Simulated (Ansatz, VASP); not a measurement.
# Cross-check of CdIr between VASP and Ansatz

Wanted: the spread between two codes on one cell, functional and k mesh. The cell is generated by rule, not measured, and may not be a known phase. The cell is taken from a series of VASP runs on this material, whose earlier steps may have relaxed, scaled or displaced it; both programs get it as it stands.

Program: Ansatz 0.2.0. Level of theory: plane waves, with VASP 6.6.1 beside it; zone-centre phonons at PBE. Results are calculated unless marked as measured.

### 1. Starting point

The structure is hexagonal, space group P6/mmm (No. 191). Conventional cell: a = 2.752 Å, b = 2.752 Å, c = 5.562 Å, α = 90.00°, β = 90.00°, γ = 120.00°. Nearest to Cd lie 6 Cd at 2.75 Å and 2 Ir at 2.78 Å. Ir has 6 Ir at 2.75 Å and 2 Cd at 2.78 Å nearest. Farther neighbours are not listed.

Coordinates:

```cif
data_structure
_symmetry_space_group_name_H-M 'P 1'
_symmetry_Int_Tables_number 1
_cell_length_a 2.7525
_cell_length_b 2.7525
_cell_length_c 5.5618
_cell_angle_alpha 90.000
_cell_angle_beta 90.000
_cell_angle_gamma 120.000
_cell_volume 36.49
loop_
_atom_site_label
_atom_site_type_symbol
_atom_site_fract_x
_atom_site_fract_y
_atom_site_fract_z
_atom_site_occupancy
Cd1 Cd 0.00000 0.00000 0.00000 1
Ir2 Ir 0.00000 0.00000 0.50000 1
```

### 2. Ansatz: zone-centre phonons, PBE

Ansatz runs on its default PAW (the set named soft_2) files.

Second derivatives magnify differences that forces hide, and they need a tight electronic threshold.

The input, input.yaml:

```yaml
crystal:
  lattice:
    - [2.7524949481, 8.0e-10, 0.0]
    - [-1.3762474775, 2.3837305513, 0.0]
    - [0.0, 0.0, 5.5618264489]
  atoms:
    - { symbol: Cd, position: [0.0, 0.0, 0.0] }
    - { symbol: Ir, position: [0.0, 0.0, 0.5] }
hamiltonian:
  xc: pbe
  pseudopotentials: { kind: paw }
kpoints:
  mp_grid: { grid: [9, 9, 4] }
scf:
  occupations: { method: gaussian, width: 0.05 }
phonons:
  method: dfpt
  qpoints: [[0, 0, 0]]
```

Run with:

```bash
ansatz run input.yaml --threads 4 --pin off --max-ram 9216MiB --backend cpu --events-out ev --progress --plain --runs-dir out
```

Numbers of over 12 decimals in the logs are rounded to 6 here.

The program printed:

```text
Warning: crystal.lattice misses the space group found at crystal.symmetry.tolerance 1.0e-5 in a digit that the deck types, which is why this is a warning: making the lattice exact moves one of its numbers by a whole unit of that number's last typed decimal, or more. The operation that it misses by the most changes a squared length by the fraction 3.23e-9. The run uses the lattice that is a stretch of the typed one, with no rotation, onto the one that keeps every operation to a double's rounding (on a very oblique basis the stretch itself rounds by more); the deck's lattice vector that moved farthest moved by 2.29e-9 Å. [rest of the remark cut]
zone centre: on kpoints.mp_grid the ground state, and the responses unless they are solved on pairs of k-points, stand on 75 of the mesh's 324 k-points, reduced under 8 symmetry operations, with k and −k counted as one. Each operation leaves every solved displacement unchanged or reverses it
Engine: ansatz 0.2.0, aarch64-unknown-linux-gnu
Pseudopotentials: kind: paw
Pseudopotential: Cd, paw, valence charge 20, recommended cutoff 420 eV (normal), Cd.paw.azcp
Pseudopotential: Ir, paw, valence charge 17, recommended cutoff 420 eV (normal), Ir.paw.azcp
Functional definition: PBE
  parameter kappa = 0.804
  parameter beta = 0.066725
  exchange = pbe_x(kappa = kappa, mu = beta*pi^2/3)
  correlation = pbe_c(beta = beta)
Crystal: 2 atoms, lattice volume = 36.492 Å³
Basis set: ecut = 420 eV, 697 PW (Γ), exchange–correlation on 40×40×80 points (8 copies of the dense FFT grid, shifted against one another)
Bands: 23, of which v1, the nominal top of the filled ones, is band 19 counted from 1 (18 counted from 0)
Symmetry: 24 space group operations
k-points: 75 of 324 (irreducible under 8 space group operations)
Non-local potential: Cd, projectors of the file, l = 0: 3, l = 1: 2, l = 2: 2, l = 3: 1
Non-local potential: Ir, projectors of the file, l = 0: 3, l = 1: 2, l = 2: 2, l = 3: 1
PAW form: soft (Blöchl's): semilocal exchange-correlation on the pseudo side does not see the compensation charge
PAW one-centre angular grid: Cd, 590 points (default); XC on 64 Gauss nodes
PAW one-centre angular grid: Ir, 590 points (default); XC on 64 Gauss nodes
Initial density: superposition of atomic densities (neutral atoms: chi_scale 0, normalization atom), corrected by the library's trained network
Initial wavefunctions: pseudopotential atomic-orbital guess
Functional: x = pbe(κ = 0.804, μ = 0.219515), c = pbe(β = 0.066725)
SCF iter   1: F=—  HF=-20188.704154 eV  |F-HF|=—  |Δ(HF+E_count)|=         —  Δρ=6.04e-3  dr2=1.39e-2  ethr=1.77e-3  ⟨swp⟩=5.7  Hψ=6718  notcnv=0
preconditioner: auto → Kerker (q_TF=auto, 2.735 Å⁻¹)  [metal: Δε(μ)=0.024 eV  Ē_g=11.307 eV  σ=0.050 eV  W_gap=0.26  n_scr=10 (ndim 8)  ℏωp=28.2 eV  f_vac=0.000  D(μ)=4.03/eV (n_scr^D=48)]
SCF iter   2: F=—  HF=-20188.702806 eV  |F-HF|=—  |Δ(HF+E_count)|=   1.35e-3  Δρ=2.72e-3  dr2=3.37e-3  ethr=3.76e-5  ⟨swp⟩=1.5  Hψ=2415  notcnv=0
SCF iter   3: F=—  HF=-20188.702060 eV  |F-HF|=—  |Δ(HF+E_count)|=   7.46e-4  Δρ=6.96e-4  dr2=2.59e-4  ethr=9.11e-6  ⟨swp⟩=2.1  Hψ=2262  notcnv=0
SCF iter   4: F=—  HF=-20188.701985 eV  |F-HF|=—  |Δ(HF+E_count)|=   7.52e-5  Δρ=1.99e-4  dr2=1.18e-5  ethr=7.01e-7  ⟨swp⟩=2.1  Hψ=2319  notcnv=0
SCF iter   5: F=—  HF=-20188.701990 eV  |F-HF|=—  |Δ(HF+E_count)|=   5.11e-6  Δρ=5.14e-5  dr2=9.09e-7  ethr=3.20e-8  ⟨swp⟩=2.6  Hψ=2960  notcnv=0
SCF iter   6: F=—  HF=-20188.701990 eV  |F-HF|=—  |Δ(HF+E_count)|=   9.52e-8  Δρ=1.43e-5  dr2=6.37e-8  ethr=2.46e-9  ⟨swp⟩=2.1  Hψ=2463  notcnv=0
SCF iter   7: F=—  HF=-20188.701990 eV  |F-HF|=—  |Δ(HF+E_count)|=   1.78e-8  Δρ=2.87e-6  dr2=2.12e-9  ethr=1.72e-10  ⟨swp⟩=2.2  Hψ=2215  notcnv=0
SCF iter   8: F=—  HF=-20188.701990 eV  |F-HF|=—  |Δ(HF+E_count)|=   1.12e-9  Δρ=5.79e-7  dr2=1.12e-10  ethr=5.72e-12  ⟨swp⟩=2.1  Hψ=2014  notcnv=0
SCF iter   9: F=—  HF=-20188.701990 eV  |F-HF|=—  |Δ(HF+E_count)|=  2.55e-11  Δρ=1.44e-7  dr2=1.42e-11  ethr=1.00e-12  ⟨swp⟩=6.6  Hψ=7355  notcnv=0
SCF iter  10: F=-20188.701990 eV  HF=-20188.701990 eV  |F-HF|=7.28e-12  |Δ(HF+E_count)|=  7.28e-12  Δρ=3.66e-8  dr2=1.37e-12  ethr=1.00e-12  ⟨swp⟩=4.5  Hψ=5673  notcnv=0
SCF 1 converged in 10 iterations: F = -20188.701990 eV  dr2 = 1.37e-12
  greatest PAW one-centre occupation: 1.000 electrons in one spin orbital (limit 2), on the Cd atom at site 0 (counted from 0), in its partial waves of l = 0
DFPT response loops at Γ: preconditioner auto → Kerker (q_TF=auto, 2.735 Å⁻¹) (partly filled bands, converged f_vac=0.000); β = 1.00, the filter's whole step (`scf.mixing.beta` (0.50) is not read by the response loops under this deck's `scf.mixing.preconditioner`; to damp them name `kerker` or `kerker_dos`, under which they read `scf.mixing.beta`, and type it under 1.00, their step now; both keys bind the ground state too); Broyden in place of MSR1
SCF converged after 10 iterations
Free energy (F): -20188.701990 eV
Harris-Foulkes:  -20188.701990 eV  (|F-HF|=7.28e-12)
Internal energy: -20188.697824 eV  (E = F + TS)
E sigma→0 (E₀):  -20188.699907 eV
Entropy (-TS):   -0.004166 eV (-2.083 meV/atom)
Fermi energy:    17.908598 eV
--- Per-component energies (eV) ---
  E_band       = -524.316400
  E_kinetic    = 1126.130257
  E_local      = -4178.469646  (includes V_loc(G=0)·N_el)
  E_nonlocal   = 105.360005
  E_hartree    = 1856.463518
  E_xc         = -444.314239
  E_vxc        = -521.227551  (∫ρ·V_xc dr)
  E_paw        = -13304.817174  (= ΣΔE_a)
  E_vpaw       = -769.036537  (= ΣTr[D̂ρ^β])
  E_aug_tail   = 0.000061  (compensation charges beyond the density's cutoff)
  E_ewald      = -5349.050606
  E_smearing   = -0.004166  (= −TS)
  E_closure    = -0.000000  (closes the sum)
  Σ components = -20188.701990   (vs F -20188.701990, Δ=0.00e0)
--- Band table (eV; the first three rows and the last of 75) ---
  k-point 0: bands = [... 15 lower, 15.6352, 15.6352, 15.6992, 18.3079, 18.3079, 18.7110, 29.4222, 32.8172]
  k-point 1: bands = [... 15 lower, 14.5970, 15.6337, 15.6337, 18.2784, 18.2784, 20.5996, 27.4024, 33.0507]
  k-point 2: bands = [... 15 lower, 13.9527, 15.6322, 15.6322, 18.2491, 18.2491, 23.2831, 24.5300, 33.6714]
  k-point 74: bands = [... 15 lower, 14.7411, 15.7880, 16.6377, 16.7925, 20.3779, 24.7365, 26.1303, 27.6194]
--- Phonons (Γ-DFPT): 4 representative perturbations + reference, on 75 of 324 k-points (Σ response iterations 14) ---
  k mesh reduced under 8 symmetry operations, with k and −k counted as one. Each operation leaves every solved displacement unchanged or reverses it
  ASR residual: 1.333e-4 → 0.000e0 eV/Å²; symmetrization residual: 5.372e-5 eV/Å²
  ASR residual per site (eV/Å²): 1.33e-4 1.00e-4
  Γ frequencies (cm⁻¹): -33.58 -33.58 0.00 0.00 0.00 166.02
  non-analytic LO–TO correction: not included (Born effective charges unavailable; polar crystals: no LO–TO splitting at Γ)
--- Phonons (arbitrary-q DFPT): 1 explicit q-point ---
  q = [0, 0, 0] (of the zone-centre solve; hermiticity 1.49e-5, symmetrization 5.89e-9): -33.58 -33.58 -0.00 -0.00 0.00 166.02
  sum rule: each row above includes the acoustic sum rule's correction from the zone centre's row sums; it moved no ω² by more than (0.57 cm⁻¹)²
```

The job ended after 7.8 s (4 threads of Arm Neoverse V2, shared host; peak memory 0.49 GiB; 28 s of CPU time).

(Part 1 of 2 ends here.)

[Lines on the potential files, build, host, timing and source positions are cut from VASP's logs without a mark.]

[Logs are printed without paths, hosts, clocks, repeated set-up lines and the standing remarks that a program may print on its own settings, such as how far it seeks lower states.]

[Hosts, paths, dates, database ids (printed as entryN), source tags and the programs' standing remarks are cut or masked in the printed files.]
